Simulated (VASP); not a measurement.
Calculation: LDA (Ceperley-Alder, Perdew-Zunger), VASP's LDA PAW potentials (set 64) (plane waves; VASP).

VASP input:

POSCAR:
```
AgCl
1
    0.0000000000     2.6746618795     2.6746618795
    2.6746618795     0.0000000000     2.6746618795
    2.6746618795     2.6746618795    -0.0000000000
Ag Cl
1 1
Direct
  1.0000000000   1.0000000000   1.0000000000
  0.5000000000   0.5000000000   0.5000000000
```

File KPOINTS:
```
Automatic mesh
0
G
10 10 10
```

**INCAR**
```
ALGO=Normal
EDIFF=1E-7
ENCUT=400
ISIF=2
ISMEAR=-5
LASPH=T
LCHARG=T
LMAXMIX=4
LORBIT=11
LREAL=F
LWAVE=F
NEDOS=601
NELM=100
PREC=Accurate
SYSTEM=AgCl
```

POTCAR, in this order: Ag Cl (LDA.64 set). Program: vasp_std.

What VASP printed:

File OSZICAR:
```
       N       E                     dE             d eps       ncg     rms          rms(c)
DAV:   1     0.845383230370E+02    0.84538E+02   -0.78328E+03  1286   0.103E+03
DAV:   2    -0.384638555272E+01   -0.88385E+02   -0.83404E+02  1505   0.231E+02
DAV:   3    -0.692450745947E+01   -0.30781E+01   -0.30694E+01  1402   0.463E+01
DAV:   4    -0.694810647668E+01   -0.23599E-01   -0.23596E-01  1417   0.451E+00
DAV:   5    -0.694842859761E+01   -0.32212E-03   -0.32212E-03  1412   0.516E-01    0.895E+00
DAV:   6    -0.680173854883E+01    0.14669E+00   -0.32280E-01  1325   0.832E+00    0.583E+00
DAV:   7    -0.679510510871E+01    0.66334E-02   -0.72287E-02  1232   0.219E+00    0.220E+00
DAV:   8    -0.679283105330E+01    0.22741E-02   -0.39305E-03  1342   0.711E-01    0.272E-01
DAV:   9    -0.679274673233E+01    0.84321E-04   -0.47896E-04  1372   0.287E-01    0.329E-02
DAV:  10    -0.679275102162E+01   -0.42893E-05   -0.12493E-05  1355   0.412E-02    0.138E-02
DAV:  11    -0.679275207762E+01   -0.10560E-05   -0.14657E-06  1332   0.116E-02    0.408E-03
DAV:  12    -0.679275197813E+01    0.99485E-07   -0.15956E-07   920   0.437E-03
   1 F= -.67927520E+01 E0= -.67927520E+01  d E =0.000000E+00
```

### OUTCAR
```
------------------------ aborting loop because EDIFF is reached ----------------------------------------
  FORCE on cell =-STRESS in cart. coord.  units (eV):
  Direction    XX          YY          ZZ          XY          YZ          ZX
  --------------------------------------------------------------------------------------
  Total        0.0052225      0.0052225      0.0052225      0.0000000      0.0000000     -0.0000000
  in kB        0.2186531      0.2186531      0.2186531      0.0000000      0.0000000     -0.0000000
  external PRESSURE =       0.2186531 kB  Pullay stress =       0.0000000 kB
  volume of cell :       38.27
      direct lattice vectors                 reciprocal lattice vectors
     0.000000000  2.674661879  2.674661879    -0.186939517  0.186939517  0.186939517
     2.674661879  0.000000000  2.674661879     0.186939517 -0.186939517  0.186939517
     2.674661879  2.674661879  0.000000000     0.186939517  0.186939517 -0.186939517
  FREE ENERGIE OF THE ION-ELECTRON SYSTEM (eV)
  ---------------------------------------------------
  free  energy   TOTEN  =        -6.7927519781 eV

  energy  without entropy=       -6.7927519781  energy(sigma->0) =       -6.79275198

 total charge

# of ion       s       p       d       tot
------------------------------------------
    1        0.242   0.188   9.352   9.783
    2        1.601   3.449   0.000   5.050
--------------------------------------------------
tot          1.843   3.637   9.352  14.833
```
(Selected blocks of OUTCAR.)

The compound is AgCl in the rock salt structure. It was relaxed first, which changed the volume by -10 %.
